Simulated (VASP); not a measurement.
Here is the system:

```
CELL_PARAMETERS angstrom
      4.19515     0.00000     0.00000
      0.00000     4.19515     0.00000
      0.00000     0.00000     2.70985
ATOMIC_POSITIONS crystal
  Mn 0.00000 0.00000 0.00000
  Mn 0.50000 0.50000 0.50000
  O  0.29963 0.29963 0.00000
  O  0.79963 0.20037 0.50000
  O  0.20037 0.79963 0.50000
  O  0.70037 0.70037 0.00000
```
Starting moments (μB, in the order of the record's atoms Mn Mn O O O O): 2.1 -2.1 0.0 0.0 0.0 0.0.

These are LDA (Ceperley-Alder, Perdew-Zunger), VASP's LDA PAW potentials (set 64) (plane waves; VASP) values and carry that method's errors. Run with 620 eV cut-off, 7×7×11 Γ-centred mesh, first-order Methfessel-Paxton smearing of 0.10 eV, potentials Mn_pv O.

Energy and stress use the plane-wave basis of the starting cell.

Question: The ions, cell shape and volume at an external pressure of 45.0 GPa are relaxed. Predict the relaxed structure.

Answer: 
```
CELL_PARAMETERS angstrom
      4.14583     0.00000     0.00000
      0.00000     4.14583     0.00000
      0.00000     0.00000     2.68120
ATOMIC_POSITIONS crystal
  Mn 0.00000 0.00000 0.00000
  Mn 0.50000 0.50000 0.50000
  O  0.29898 0.29898 0.00000
  O  0.79898 0.20102 0.50000
  O  0.20102 0.79898 0.50000
  O  0.70102 0.70102 0.00000
```
Space group P4_2/mnm (136), at a tolerance of 0.03 Å. The cell ends with 0.00 μB, on the sites 1.72 -1.72 -0.03 0.03 0.03 -0.03 μB.

Question: How do energy and volume change from the first to the last step?

Answer: The energy (σ→0) changes by +62.3 meV/atom and the volume by -3.4 %, in 6 ionic steps.

The compound is MnO2 in the rutile structure. This run relaxes it under an external pressure of 45 GPa. Symmetry was kept, so distortions that lower it aren't found.
